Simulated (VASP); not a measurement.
W, 1 atom in the cell. It takes space group Im-3m (No. 229, cubic). The conventional cell has a = 3.186 Å, b = 3.186 Å, c = 3.186 Å, α = 90.00°, β = 90.00°, γ = 90.00°. W (site symmetry m-3m) is surrounded by 8 W at 2.76 Å. The cell was built by a generator and needn't be a form met in nature.

| Property | Result |
| --- | --- |
| Program | VASP 6.6.1 |
| Task | elastic constants |
| Functional | PBE |
| Potentials or basis | VASP PAW PBE potentials, release 64 (W_sv) |
| Cutoff | 600 eV |
| k mesh | 8 × 8 × 8 |
| Occupations | methfessel-paxton, width 0.2 eV |
| Spin | no spin polarisation |
| Ions in elastic constants | relaxed |
| Further INCAR settings | ALGO = Normal; EDIFF = 1e-08; IBRION = 6; POTIM = 0.015; NSW = 1; ISIF = 3 |

Potentials or basis: VASP PAW PBE potentials, release 64 (W_sv).

The run is started by

```sh
$ cat potpaw_PBE.64/W_sv/POTCAR > POTCAR
$ cp INCAR.step1 INCAR
$ mpirun -np 4 vasp_std > vasp.out
$ cp CONTCAR POSCAR
$ cp INCAR.step2 INCAR
$ mpirun -np 4 vasp_std > vasp.out
```

Hardware: 4 MPI ranks on Intel(R) Xeon(R) Platinum 8488C (Sapphire Rapids), with other jobs on the host.

Problem. Estimate the wall time of this run.

Solution. It took 49 s on 4 MPI ranks on Intel(R) Xeon(R) Platinum 8488C (Sapphire Rapids), with other jobs on the host, peak memory 0.17 GiB a rank. Counts: scf iterations 144, k points 29, ion steps 3.
